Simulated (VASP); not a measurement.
# BPd4 (Pmm2) in VASP: reference runs, part 2 of 2

VASP 6.6.1. The steps go on from the part before.

### Step 4. Equation of state, PBEsol, 14.19 Å³/atom (volume scaled by 0.96)

File INCAR:

```
PREC     = Accurate       # precision mode
ENCUT    = 520            # plane-wave cutoff, eV
EDIFF    = 1E-7           # SCF threshold, eV
ISMEAR   = -1             # smearing method
SIGMA    = 0.05           # smearing width, eV
LREAL    = F              # projectors in reciprocal space
LASPH    = T              # aspherical terms in the spheres
NELM     = 100            # most SCF steps
ALGO     = Normal         # electronic algorithm
ISIF     = 2              # what is computed and relaxed
LWAVE    = F              # write WAVECAR
LCHARG   = F              # write CHGCAR
GGA      = PS             # functional
NBANDS   = 30             # bands
KPAR     = 2
```

File KPOINTS:

```
regular mesh
0
Gamma
  9 6 5
```

File POSCAR:

```
BPd4
1.0
    2.8529436929      0.0000000000      0.0000000000
    0.0000000000      4.3060139718      0.0000000000
    0.0000000000      0.0000000000      5.7771659056
Pd B
4 1
Direct
    0.5000000000      0.0000000000      0.1975780000
    0.0000000000      0.0000000000      0.6194700000
    0.0000000000      0.5000000000      0.3291640000
    0.5000000000      0.5000000000      0.8675610000
    0.5000000000      0.0000000000      0.8632270000
```

Started as:

```sh
> cat potpaw_PBE.64/Pd/POTCAR potpaw_PBE.64/B/POTCAR > POTCAR
> mpirun -np 2 vasp_std > vasp.out
```

Run time: 24 s. Hardware: 2 MPI ranks of Intel Xeon 6975P-C (Granite Rapids), shared host; peak memory 0.24 GiB.

It converged, with:

```yaml
Free_energy: -30.7531 eV
Pressure: -2.1 GPa
Largest_force: 0.274 eV/Å
Band_gap_on_the_k_mesh: none (metal or under the smearing width)
```

Caveat: the PAW data sets were made with another functional, which shifts forces and pressure a little.

### Step 5. Equation of state, PBEsol, 14.49 Å³/atom (volume scaled by 0.98)

INCAR is that of step 4.

KPOINTS is that of step 4.

POSCAR: that of step 4 with these lines changed.

```diff
@@ -2,5 +2,5 @@
 1.0
-    2.8529436929      0.0000000000      0.0000000000
-    0.0000000000      4.3060139718      0.0000000000
-    0.0000000000      0.0000000000      5.7771659056
+    2.8726197884      0.0000000000      0.0000000000
+    0.0000000000      4.3357115584      0.0000000000
+    0.0000000000      0.0000000000      5.8170096882
 Pd B
```

Started as:

```sh
> cat potpaw_PBE.64/Pd/POTCAR potpaw_PBE.64/B/POTCAR > POTCAR
> mpirun -np 2 vasp_std > vasp.out
```

Run time: 24 s. Hardware: 2 MPI ranks of Intel Xeon 6975P-C (Granite Rapids), shared host; peak memory 0.24 GiB.

It converged, with:

| Item | Value |
| --- | --- |
| Free energy | -30.7188 eV |
| Pressure | -5.5 GPa |
| Largest force | 0.134 eV/Å |
| Band gap on the k mesh | none (metal or under the smearing width) |

Caveat: the PAW data sets were made with another functional, which shifts forces and pressure a little.

### Step 6. Equation of state, PBEsol, 15.08 Å³/atom (volume scaled by 1.02)

INCAR is that of step 5.

KPOINTS is that of step 5.

POSCAR: that of step 5 with these lines changed.

```diff
@@ -2,5 +2,5 @@
 1.0
-    2.8726197884      0.0000000000      0.0000000000
-    0.0000000000      4.3357115584      0.0000000000
-    0.0000000000      0.0000000000      5.8170096882
+    2.9111830449      0.0000000000      0.0000000000
+    0.0000000000      4.3939159743      0.0000000000
+    0.0000000000      0.0000000000      5.8950996733
 Pd B
```

Potentials or basis: VASP PAW PBE potentials, release 64 (Pd, B).

Started as:

```sh
> cat potpaw_PBE.64/Pd/POTCAR potpaw_PBE.64/B/POTCAR > POTCAR
> mpirun -np 2 vasp_std > vasp.out
```

Wall time 27 s (2 MPI ranks of Intel Xeon 6975P-C (Granite Rapids), shared host); peak memory 0.25 GiB.

The run converged. Its results:

* Free energy: -30.5653 eV
* Pressure: -11.1 GPa
* Largest force: 0.218 eV/Å
* Band gap on the k mesh: none (metal or under the smearing width)

Caveat: the PAW data sets were made with another functional, which shifts forces and pressure a little.

### Step 7. Equation of state, PBEsol, 15.38 Å³/atom (volume scaled by 1.04)

INCAR is that of step 6.

KPOINTS is that of step 6.

POSCAR: that of step 6 with these lines changed.

```diff
@@ -2,5 +2,5 @@
 1.0
-    2.9111830449      0.0000000000      0.0000000000
-    0.0000000000      4.3939159743      0.0000000000
-    0.0000000000      0.0000000000      5.8950996733
+    2.9300873606      0.0000000000      0.0000000000
+    0.0000000000      4.4224486957      0.0000000000
+    0.0000000000      0.0000000000      5.9333806140
 Pd B
```

Started as:

```sh
> cat potpaw_PBE.64/Pd/POTCAR potpaw_PBE.64/B/POTCAR > POTCAR
> mpirun -np 2 vasp_std > vasp.out
```

It took 26 s on 2 MPI ranks of Intel Xeon 6975P-C (Granite Rapids), shared host; peak memory 0.25 GiB.

It converged, with:

```
Free energy            : -30.4528 eV
Pressure               : -13.4 GPa
Largest force          : 0.310 eV/Å
Band gap on the k mesh : none (metal or under the smearing width)
```

Caveat: the PAW data sets were made with another functional, which shifts forces and pressure a little.

### Step 8. Equation of state, PBEsol, 15.67 Å³/atom (volume scaled by 1.06)

INCAR is that of step 7.

KPOINTS is that of step 7.

POSCAR: that of step 7 with these lines changed.

```diff
@@ -2,5 +2,5 @@
 1.0
-    2.9300873606      0.0000000000      0.0000000000
-    0.0000000000      4.4224486957      0.0000000000
-    0.0000000000      0.0000000000      5.9333806140
+    2.9487508406      0.0000000000      0.0000000000
+    0.0000000000      4.4506179182      0.0000000000
+    0.0000000000      0.0000000000      5.9711738661
 Pd B
```

Started as:

```sh
> cat potpaw_PBE.64/Pd/POTCAR potpaw_PBE.64/B/POTCAR > POTCAR
> mpirun -np 2 vasp_std > vasp.out
```

Wall time 26 s (2 MPI ranks of Intel Xeon 6975P-C (Granite Rapids), shared host); peak memory 0.25 GiB.

Results (log left out):

* Free energy: -30.3205 eV
* Pressure: -15.4 GPa
* Largest force: 0.396 eV/Å
* Band gap on the k mesh: none (metal or under the smearing width)

Caveat: the PAW data sets were made with another functional, which shifts forces and pressure a little.

### Step 9. Single point, PBEsol (atoms moved at random, drawn with an rms of 0.05 Å)

INCAR: that of step 8 with these lines changed.

```diff
@@ -11,4 +11,5 @@
 LWAVE    = F              # write WAVECAR
-LCHARG   = F              # write CHGCAR
+LCHARG   = T              # write CHGCAR
 GGA      = PS             # functional
+LVHAR    = T            
 NBANDS   = 30             # bands
```

KPOINTS is that of step 8.

File POSCAR:

```
BPd4
1.0
    2.8920299704      0.0000000000      0.0000000000
    0.0000000000      4.3650077954      0.0000000000
    0.0000000000      0.0000000000      5.8563150000
Pd B
4 1
Direct
    0.4997860000     -0.0013280000      0.1979700000
    0.0072420000     -0.0162850000      0.6056660000
    0.0008850000      0.5186000000      0.3229410000
    0.5020220000      0.5034260000      0.8645260000
    0.4972590000     -0.0053940000      0.8653290000
```

Potentials or basis: VASP PAW PBE potentials, release 64 (Pd, B).

Started as:

```sh
> cat potpaw_PBE.64/Pd/POTCAR potpaw_PBE.64/B/POTCAR > POTCAR
> mpirun -np 2 vasp_std > vasp.out
```

Run time: 52 s. Hardware: 2 MPI ranks of Intel Xeon 6975P-C (Granite Rapids), shared host; peak memory 0.34 GiB.

Results (log left out):

* Free energy: -30.5333 eV
* Pressure: -8.5 GPa
* Largest force: 1.291 eV/Å
* Band gap on the k mesh: none (metal or under the smearing width)

Forces on the atoms (eV/Å):
```
Pd   0.030  0.705 -0.322
Pd  -0.103  0.610  1.134
Pd  -0.020 -1.136 -0.183
Pd   0.014 -0.316  0.112
B    0.079  0.136 -0.741
```

Stress tensor (GPa, compression positive):
```
-10.26   0.02   0.31
  0.02  -7.06   0.37
  0.31   0.37  -8.10
```

Levels at points of the mesh, in eV from the Fermi level:
```
           k point  band 18  band 19  band 20  band 21  band 22  band 23  band 24  band 25  band 26  band 27
(0.00, 0.00, 0.00)    -1.37    -1.13    -0.80    -0.53    -0.33     0.11     0.42     5.04     5.30     5.81
(0.00, 0.50, 0.00)    -1.39    -1.02    -0.91    -0.81    -0.70    -0.44     1.45     2.16     3.87     5.91
```

Caveat: the PAW data sets were made with another functional, which shifts forces and pressure a little.

### Step 10. Equation of state, PBEsol

No new run: the results of the series are fitted here.

What came out:

* Equilibrium volume: 14.04 Å³/atom
* Bulk modulus at fixed shape and positions: 185 GPa
* Pressure derivative of the bulk modulus: 5.1

Energy against volume, from the lowest point:
```
volume (Å³/atom)  energy (meV/atom)
          13.899               0.00
          14.194               0.15
          14.490               7.02
          14.786              19.77
          15.081              37.72
          15.377              60.21
          15.673              86.68
```

Caveat: the cell was scaled at fixed shape and fractional positions, which overstates the stiffness of a crystal with free parameters, most of all of layers and chains; the PAW data sets were made with another functional, which shifts forces and pressure a little.

### Step 11. The runs side by side

```tsv
task	cell	gap on the mesh (eV)	pressure (GPa)	largest force (eV/Å)
single point	as given	none	-8.5	0.14
single point	atoms moved at random, drawn with an rms of 0.05 Å	none	-8.5	1.29
equation of state	as given	-	-	-
```

Alike in all rows: level PBEsol; potentials or basis VASP PAW PBE potentials, release 64 (Pd, B); no spin polarisation; k mesh 9 × 6 × 5; cutoff (eV) 520; smearing fermi-dirac 0.05 eV.

Caveats: the PAW data sets were made with another functional, which shifts forces and pressure a little; the cell was scaled at fixed shape and fractional positions, which overstates the stiffness of a crystal with free parameters, most of all of layers and chains (some runs).

Absolute energies hang on the potentials; compare differences alone.
